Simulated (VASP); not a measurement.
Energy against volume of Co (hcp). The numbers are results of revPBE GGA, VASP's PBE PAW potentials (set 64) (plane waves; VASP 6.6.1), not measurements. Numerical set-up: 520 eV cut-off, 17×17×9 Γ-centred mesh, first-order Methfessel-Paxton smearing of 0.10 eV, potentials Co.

Shape and ions are relaxed at each volume.

| V (Å³/atom) | E (eV/atom) |
|---|---|
| 10.396 | -6.59773 |
| 10.728 | -6.61858 |
| 11.059 | -6.62502 |
| 11.391 | -6.61927 |

Problem. Fit these four points and predict the energy of the run at 11.723 Å³/atom.

Solution. A cubic in V^(−2/3), the third-order Birch-Murnaghan form, passes through the four points with V0 = 11.06 Å³/atom and B0 = 196 GPa, and gives -6.6031 eV/atom there. The run gave -6.6029 eV/atom, +0.3 meV/atom from the fit; all five points give B0 = 197 GPa.

The compound is Co in the hcp structure. It was relaxed first.
